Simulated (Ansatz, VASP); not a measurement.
# TiAg (Ag-Ti stack, (111) layers) in two plane-wave programs

Wanted: the spread between two codes on one cell, functional and k mesh. The cell is taken from a series of runs on this material, whose earlier steps may have relaxed, scaled, displaced or heated it; both programs get it as it stands.

Method: plane waves, with VASP 6.6.1 beside it; PBEsol, in Ansatz 0.2.0.

## Step 1: Starting point

The cell holds 2 atoms: 1 Ag and 1 Ti. Its edges and angles: a = 2.776 Å, b = 2.776 Å, c = 28.573 Å, α = 90.0°, β = 90.0°, γ = 120.0°. It derives from TiAg. Vacuum lies along c.

## Step 2: Ansatz: zone-centre phonons, PBEsol

Ansatz runs on its PAW soft_1 files.

Second derivatives magnify differences that forces hide, and they need a tight electronic threshold.

Input file input.yaml:

```yaml
crystal:
  lattice:
    - [2.7756024234, 2.7415e-06, 0.0]
    - [-1.3878035859, 2.4037408387, 0.0]
    - [0.0, 0.0, 28.5726751719]
  atoms:
    - { symbol: Ag, position: [0.0, 0.0, 0.1928558357] }
    - { symbol: Ti, position: [0.3333333333, 0.6666666667, 0.2756456231] }
  periodic: [true, true, false]
kpoints:
  mp_grid: { grid: [6, 6, 1] }
hamiltonian:
  xc: pbesol
  pseudopotentials: { kind: paw, azcp: { folder: soft_1 }, xc_functional: pbe }
scf:
  occupations: { method: methfessel_paxton, width: 0.2 }
output:
  eigenvalues: true
phonons:
  method: dfpt
  qmesh: [2, 2, 1]
  temperatures: { t_max: 1000, t_step: 50 }
  qpath:
    path:
      - [0.0, 0.0, 0.0]
      - [0.5, 0.0, 0.0]
      - [0.33333333, 0.33333333, 0.0]
      - [0.0, 0.0, 0.0]
    npoints: 10
```

Launch:

```bash
$ ansatz run input.yaml --threads 4 --pin off --max-ram 12288MiB --backend cpu --events-out ev --progress --plain --runs-dir out
```

Numbers of over 12 decimals in the logs are rounded to 6 here.

The program printed:

```text
Engine: ansatz 0.2.0, aarch64-unknown-linux-gnu
Pseudopotentials: kind: paw
Pseudopotential: Ag, paw, valence charge 19, recommended cutoff 420 eV (normal), soft_1/Ag.paw.azcp
Pseudopotential: Ti, paw, valence charge 12, recommended cutoff 420 eV (normal), soft_1/Ti.paw.azcp
Functional definition: PBEsol
  exchange = pbesol_x
  correlation = pbesol_c
Crystal: 2 atoms, lattice volume = 190.632 Å³
Basis set: ecut = 420 eV, 3767 PW (Γ), exchange–correlation on 40×40×384 points (8 copies of the dense FFT grid, shifted against one another)
Bands: 20, of which v1, the nominal top of the filled ones, is band 16 counted from 1 (15 counted from 0)
Symmetry: 6 space group operations
k-points: 7 of 36 (time reversal used)
Non-local potential: Ag, projectors of the file, l = 0: 3, l = 1: 2, l = 2: 2, l = 3: 1
Non-local potential: Ti, projectors of the file, l = 0: 3, l = 1: 2, l = 2: 3, l = 3: 1
PAW form: soft (Blöchl's): semilocal exchange-correlation on the pseudo side does not see the compensation charge
PAW frozen core: Ag, regenerated for the run's functional, and the local potential with it (the file was generated under x = pbe(κ = 0.804, μ = 0.219515), c = pbe(β = 0.066725))
PAW frozen core: Ti, regenerated for the run's functional, and the local potential with it (the file was generated under x = pbe(κ = 0.804, μ = 0.219515), c = pbe(β = 0.066725))
PAW one-centre angular grid: Ag, 590 points (default); XC on 64 Gauss nodes
PAW one-centre angular grid: Ti, 590 points (default); XC on 64 Gauss nodes
Initial density: superposition of atomic densities (neutral atoms: chi_scale 0, normalization atom)
Initial wavefunctions: pseudopotential atomic-orbital guess
Functional: x = pbesol(κ = 0.804, μ = 0.123457), c = pbesol(β = 0.046)
SCF iter   1: F=—  HF=-9997.367220 eV  |F-HF|=—  |Δ(HF+E_count)|=         —  Δρ=7.02e-2  dr2=4.92e1  ethr=3.10e-3  ⟨swp⟩=11.4  Hψ=1064  notcnv=0
preconditioner: auto → LDOS  [metal: Δε(μ)=0.127 eV  Ē_g=4.219 eV  σ=0.200 eV  W_gap=0.49  n_scr=18 (ndim 8)  ℏωp=10.4 eV  f_vac=0.753  D(μ)=1.24/eV (n_scr^D=8)  β→1.0]
SCF iter   2: F=—  HF=-10007.235740 eV  |F-HF|=—  |Δ(HF+E_count)|=    9.87e0  S|Δr|=    0.00e0  Δρ=9.54e-2  dr2=5.39e2  ethr=3.10e-3  ⟨swp⟩=9.1  Hψ=1605  notcnv=0  recentre
automatic band count: the SCF goes on with 24 bands, as 20 were too few: they end inside the smearing window of the response
SCF iter   3: F=—  HF=-9995.016815 eV  |F-HF|=—  |Δ(HF+E_count)|=    1.22e1  S|Δr|=    0.00e0  Δρ=1.57e-2  dr2=2.06e0  ethr=3.10e-3  ⟨swp⟩=6.6  Hψ=621  notcnv=0  defer=18
SCF iter   4: F=—  HF=-9994.812518 eV  |F-HF|=—  |Δ(HF+E_count)|=   2.04e-1  S|Δr|=    0.00e0  Δρ=7.41e-3  dr2=8.31e-1  ethr=3.10e-3  ⟨swp⟩=4.9  Hψ=352  notcnv=0  defer=18
SCF iter   5: F=—  HF=-9994.775119 eV  |F-HF|=—  |Δ(HF+E_count)|=   3.74e-2  S|Δr|=    0.00e0  Δρ=4.54e-3  dr2=5.57e-1  ethr=2.68e-3  ⟨swp⟩=2.6  Hψ=280  notcnv=0  defer=16
SCF iter   6: F=—  HF=-9994.640497 eV  |F-HF|=—  |Δ(HF+E_count)|=   1.35e-1  S|Δr|=    0.00e0  Δρ=3.46e-3  dr2=1.33e-1  ethr=1.80e-3  ⟨swp⟩=3.6  Hψ=206  notcnv=0  defer=16
SCF iter   7: F=—  HF=-9994.609223 eV  |F-HF|=—  |Δ(HF+E_count)|=   3.13e-2  S|Δr|=    0.00e0  Δρ=2.03e-3  dr2=5.95e-2  ethr=4.28e-4  ⟨swp⟩=1.9  Hψ=286  notcnv=0  defer=16
SCF iter   8: F=—  HF=-9994.592144 eV  |F-HF|=—  |Δ(HF+E_count)|=   1.71e-2  S|Δr|=    0.00e0  Δρ=7.55e-4  dr2=2.00e-2  ethr=1.92e-4  ⟨swp⟩=3.0  Hψ=257  notcnv=0  defer=16
SCF iter   9: F=—  HF=-9994.584881 eV  |F-HF|=—  |Δ(HF+E_count)|=   7.26e-3  S|Δr|=    0.00e0  Δρ=3.87e-4  dr2=2.70e-3  ethr=6.47e-5  ⟨swp⟩=2.9  Hψ=219  notcnv=0  defer=16
SCF iter  10: F=—  HF=-9994.584490 eV  |F-HF|=—  |Δ(HF+E_count)|=   3.91e-4  S|Δr|=    0.00e0  Δρ=1.09e-4  dr2=3.10e-5  ethr=8.72e-6  ⟨swp⟩=2.6  Hψ=261  notcnv=0  defer=17
SCF iter  11: F=—  HF=-9994.584536 eV  |F-HF|=—  |Δ(HF+E_count)|=   4.58e-5  S|Δr|=    0.00e0  Δρ=5.82e-5  dr2=1.51e-5  ethr=1.00e-7  ⟨swp⟩=3.1  Hψ=311  notcnv=0  defer=17
SCF iter  12: F=—  HF=-9994.584550 eV  |F-HF|=—  |Δ(HF+E_count)|=   1.40e-5  S|Δr|=    0.00e0  Δρ=1.74e-5  dr2=1.33e-6  ethr=4.87e-8  ⟨swp⟩=3.4  Hψ=256  notcnv=0  defer=17
SCF iter  13: F=—  HF=-9994.584612 eV  |F-HF|=—  |Δ(HF+E_count)|=   6.21e-5  S|Δr|=    0.00e0  Δρ=1.12e-5  dr2=2.12e-7  ethr=4.30e-9  ⟨swp⟩=3.1  Hψ=329  notcnv=0  defer=17
SCF iter  14: F=—  HF=-9994.584612 eV  |F-HF|=—  |Δ(HF+E_count)|=   2.91e-7  S|Δr|=    0.00e0  Δρ=5.17e-6  dr2=6.63e-8  ethr=6.83e-10  ⟨swp⟩=3.3  Hψ=317  notcnv=0  defer=17
SCF iter  15: F=—  HF=-9994.584612 eV  |F-HF|=—  |Δ(HF+E_count)|=   7.48e-9  S|Δr|=    0.00e0  Δρ=2.10e-6  dr2=1.00e-8  ethr=2.14e-10  ⟨swp⟩=3.7  Hψ=330  notcnv=0  defer=17
SCF iter  16: F=—  HF=-9994.584612 eV  |F-HF|=—  |Δ(HF+E_count)|=   1.33e-8  S|Δr|=    0.00e0  Δρ=4.78e-7  dr2=1.29e-9  ethr=3.24e-11  ⟨swp⟩=3.6  Hψ=297  notcnv=0  defer=17
SCF iter  17: F=—  HF=-9994.584612 eV  |F-HF|=—  |Δ(HF+E_count)|=   3.66e-9  S|Δr|=    0.00e0  Δρ=4.67e-7  dr2=4.96e-10  ethr=4.16e-12  ⟨swp⟩=3.4  Hψ=305  notcnv=0  defer=17
SCF iter  18: F=—  HF=-9994.584612 eV  |F-HF|=—  |Δ(HF+E_count)|=  2.86e-10  S|Δr|=    0.00e0  Δρ=1.30e-7  dr2=4.16e-11  ethr=1.60e-12  ⟨swp⟩=2.7  Hψ=244  notcnv=0  defer=17
SCF iter  19: F=-9994.584612 eV  HF=-9994.584612 eV  |F-HF|=4.71e-10  |Δ(HF+E_count)|=  7.40e-10  S|Δr|=    0.00e0  Δρ=5.63e-8  dr2=9.03e-12  ethr=1.00e-12  ⟨swp⟩=28.4  Hψ=1886  notcnv=0
SCF 1 converged in 19 iterations: F = -9994.584612 eV  dr2 = 9.03e-12
  greatest PAW one-centre occupation: 1.001 electrons in one spin orbital (limit 2), on the Ag atom at site 0 (counted from 0), in its partial waves of l = 0
phonons: the bands overlap, so this run is a metal and interpolates without the dipole-dipole term. If the crystal is really an insulator or semiconductor, its LO-TO splitting is missing
NSCF: frozen V_eff on 7 k-points
WARN: eigensolver did not converge in 2 slots of this pass, the one above among them; of largest residual over every band (k=5): 1 band(s) unlocked (lowest unlocked band 23, counted from 0; max residual 2.23e-5 eV among the unlocked bands, 2.23e-5 eV over every band); of lowest unlocked band (k=2): band 23
NSCF: frozen V_eff on 20 k-points
DFPT response loops at q = (0, 0, 0) (fractional): preconditioner auto → none (partly filled bands, converged f_vac=0.759); β = 0.50; Broyden in place of MSR1
NSCF: frozen V_eff on 40 k-points
DFPT response loops at q = (0, -0.5, 0) (fractional): mixed as the last ones told, above
SCF converged after 19 iterations
Stability not checked: this state was not tested for a lower state beside it, because cold or Methfessel-Paxton smearing, or corrected tetrahedra, fill the levels in a way that the test cannot read (fill_not_monotonic; see scf.lower_state_search)
Free energy (F): -9994.584612 eV
Harris-Foulkes:  -9994.584612 eV  (|F-HF|=4.71e-10)
Internal energy: -9994.589467 eV  (E = F + TS)
E sigma→0 (E₀):  -9994.585826 eV
Entropy (-TS):   0.004855 eV (2.428 meV/atom)
Fermi energy:    -4.370636 eV
Step filling:    the computed levels leave a gap of 0.0097 eV = 0.0 smearing widths at the electron count; against every level under it full and every level over it empty, smearing changes F+E_penalty+E_count by -0.151 meV and its σ→0 estimate by -1.365 meV
--- Per-component energies (eV) ---
  E_band       = -1026.721799
  E_kinetic    = 750.096257
  E_local      = -77882.643016  (includes V_loc(G=0)·N_el)
  E_nonlocal   = 97.494144
  E_hartree    = 38513.924118
  E_xc         = -272.293137
  E_vxc        = -344.506687  (∫ρ·V_xc dr)
  E_paw        = -4905.865655  (= ΣΔE_a)
  E_vpaw       = -675.011418  (= ΣTr[D̂ρ^β])
  E_aug_tail   = 0.000288  (compensation charges beyond the density's cutoff)
  E_ewald      = 33704.235409
  E_core_change = 0.462125  (= ΣΔE_core)
  E_smearing   = 0.004855  (= −TS)
  E_closure    = -0.000000  (closes the sum)
  Σ components = -9994.584612   (vs F -9994.584612, Δ=0.00e0)
--- Band table (eV; the first three rows and the last of 7) ---
  k-point 0: bands = [... 12 lower, -8.3892, -8.3892, -7.5321, -4.8635, -4.4565, -3.3678, -3.3678, -1.6842 (-1.6842°), ... 4 higher]
  k-point 1: bands = [... 12 lower, -8.9636, -8.4853, -6.8255, -4.4077, -4.1354, -3.8103, -2.7514, -1.8337, ... 4 higher]
  k-point 2: bands = [... 12 lower, -8.1140, -7.6672, -5.9066, -4.6009, -3.5670, -2.6837, -2.1269, -1.2962, ... 4 higher]
  k-point 6: bands = [... 12 lower, -9.0312, -4.5236, -4.3979, -4.2483, -4.1184, -2.7030, 0.8394, 1.0271, ... 4 higher]
  ° read free of the cell's end (the report's vacuum.weakly_bound_levels)
--- Phonons (Γ-DFPT): 4 representative perturbations + reference (Σ response iterations 23) ---
  ASR residual: 1.793e-5 → 0.000e0 eV/Å²; symmetrization residual: 1.356e-5 eV/Å²
  ASR residual per site (eV/Å²): 7.96e-6 1.79e-5
  Γ frequencies (cm⁻¹): 0.00 0.00 0.00 65.70 65.70 169.38
--- Phonons (arbitrary-q DFPT): 2 irreducible q on the 2×2×1 mesh ---
  q = [0.0000, 0.0000, 0.0000] (star 1, of the zone-centre solve; hermiticity 6.66e-6, symmetrization 1.94e-6): -0.00 -0.00 0.00 65.70 65.70 169.38
  q = [0.0000, -0.5000, 0.0000] (star 3, 6 solved perturbations in 106 linear systems a pass and spin channel, the states on 20 of 36 k-point pairs; hermiticity 1.78e-5, symmetrization 4.23e-6): -196.51 64.59 90.16 130.17 137.68 193.27
  sum rule: each row above includes the acoustic sum rule's correction from the zone centre's row sums; it moved no ω² by more than (0.32 cm⁻¹)²
  mesh force constants: q→R imaginary residual 1.34e-17; ASR residual 1.793e-5 → 0.000e0 eV/Å²; symmetrization residual 5.329e-15 eV/Å²
  interpolated dispersion: 31 rows × 6 modes
  density of states and harmonic sums: on the 26×26×1 q-mesh, interpolated from the force constants of a 2×2×1 supercell (no non-analytic term)
  largest difference from the sums on the solved wave vectors: F 1.00e-1 eV, S 1.43e-4 and C_V 4.33e-5 eV/K
  zero-point energy: 0.034977 eV/cell   skipped modes (ω ≤ 0): 72, of them read as no rigid motion or as one in doubt: 69 (9.985e-1 modes/cell left out, lowest -211.42 cm⁻¹)   left out of the sums: 1.67e-1 of the cell's modes: C_V's classical limit lies that fraction below 3 k_B per atom; for a crystal, a wire or a layer, F and S can be off by more, and a phonons.interpolated_qmesh denser along its periods is the remedy for the sampling
```

Reading the cycles: dr2 is the Hartree energy of the density residual (eV), the measure of convergence; HF is the Harris–Foulkes estimate of the energy, which meets the free energy F at convergence.

(Continued in part 2 of 2.)

[Lines on the potential files, build, host, timing and source positions are cut from VASP's logs without a mark.]

[Logs are printed without paths, hosts, clocks, repeated set-up lines and the standing remarks that a program may print on its own settings, such as how far it seeks lower states.]

[Hosts, paths, dates, database ids (printed as entryN), source tags and the programs' standing remarks are cut or masked in the printed files.]
